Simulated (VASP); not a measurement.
Consider the following.

```
CELL_PARAMETERS angstrom
      1.35304    -2.34354     0.00000
      1.35304     2.34354     0.00000
      0.00000     0.00000     4.26151
ATOMIC_POSITIONS crystal
  Ru 0.33333 0.66667 0.25000
  Ru 0.66667 0.33333 0.75000
```

Method: r2SCAN meta-GGA, VASP's PBE PAW potentials (set 64) (plane waves; VASP 6.6.1). Settings: 480 eV cut-off, 14×14×8 Γ-centred mesh, first-order Methfessel-Paxton smearing of 0.10 eV, potentials Ru_pv.

Q: What does the run give for the energy per atom (σ→0), pressure, band gap (on the k-mesh) with the smallest direct gap where there is one?

A: 
```
Quantity                                                    Result
------------------------  ----------------------------------------
band gap (on the k-mesh)  none (metal, semimetal or under 0.01 eV)
energy per atom (σ→0)                              -25.425 eV/atom
pressure                                                  1.05 GPa
```

The absolute energy has meaning only against runs of the same code, potentials and settings.

The compound is Ru in the hcp structure. It was relaxed first under an external pressure of 1 GPa.
